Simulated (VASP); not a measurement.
Set up this calculation in VASP 6.6.1, as the native input.

| Item | Value |
| --- | --- |
| Task | relaxation of cell and atoms |
| Functional | PBE |
| Dispersion | D3(BJ) |
| Potentials or basis | VASP PAW PBE potentials, release 64 (Na_pv, P) |
| Cutoff | 600 eV |
| k mesh | 3 × 3 × 6 |
| Occupations | gaussian, width 0.1 eV |
| Spin | no spin polarisation |
| Dipole correction | no |
| Further INCAR settings | ALGO = Fast; EDIFF = 1e-06; IBRION = 2; EDIFFG = -0.04; NSW = 90; ISIF = 3 |

The structure of NaP6 lies in POSCAR:

```
NaP6
1.0
    5.9891109800      0.0000000000      0.0000000000
   -2.9945554900      5.1867222500      0.0000000000
    0.0000000000      0.0000000000      3.0030048600
Na P
1 6
Direct
    0.0000000000      0.0000000000      0.5000000000
    0.6666666700      0.0000000000      0.0000000000
    0.3333333300      0.3333333300      0.0000000000
    0.0000000000      0.6666666700      0.0000000000
    0.3333333300      0.0000000000      0.0000000000
    0.0000000000      0.3333333300      0.0000000000
    0.6666666700      0.6666666700      0.0000000000
```

The cell was built by a generator and needn't be a form met in nature.

One way to write it, as run:

INCAR

```
SYSTEM = NaP6
PREC = Accurate
ENCUT = 600
EDIFF = 1E-6
ISMEAR = 0
SIGMA = 0.1
LREAL = .FALSE.
LASPH = .TRUE.
NELM = 100
ALGO = Fast
ISIF = 3
LWAVE = .FALSE.
LCHARG = .FALSE.
GGA = PE
IVDW = 12
IBRION = 2
NSW = 90
EDIFFG = -0.04
```

KPOINTS

```
regular mesh
0
G
  3 3 6
  0 0 0
```

Potentials or basis: VASP PAW PBE potentials, release 64 (Na_pv, P).

Launch:

```console
$ cat potpaw_PBE.64/Na_pv/POTCAR potpaw_PBE.64/P/POTCAR > POTCAR
$ mpirun -np 1 vasp_std > vasp.out
```

Results of the run:

```
Relaxed volume                         : 16.80 Å³/atom
Relaxed cell                           : a = 7.534 Å, b = 7.534 Å, c = 2.392 Å, α = 90.00°, β = 90.00°, γ = 120.00°
Space group after relaxing (to 0.05 Å) : P6/mmm (No. 191)
Energy gained by relaxing              : 1010.5 meV/atom
Ionic steps                            : 53
Pressure after relaxing                : 0.1 GPa
Largest force after relaxing           : 0.021 eV/Å
Band gap on the k mesh                 : none (metal or under the smearing width)
Dispersion energy per atom             : -0.393 eV
```

Caveat: the k mesh is coarse (spacing up to 0.40 Å⁻¹), so the values aren't converged; the volume moved by over 15 % at a fixed basis, so the end points are rough; pairwise dispersion overbinds metals, which lowers pressure and volume.

It took 7.5 min on 1 thread of Intel(R) Xeon(R) 6975P-C (Granite Rapids) (shared host), peak memory 0.25 GiB.
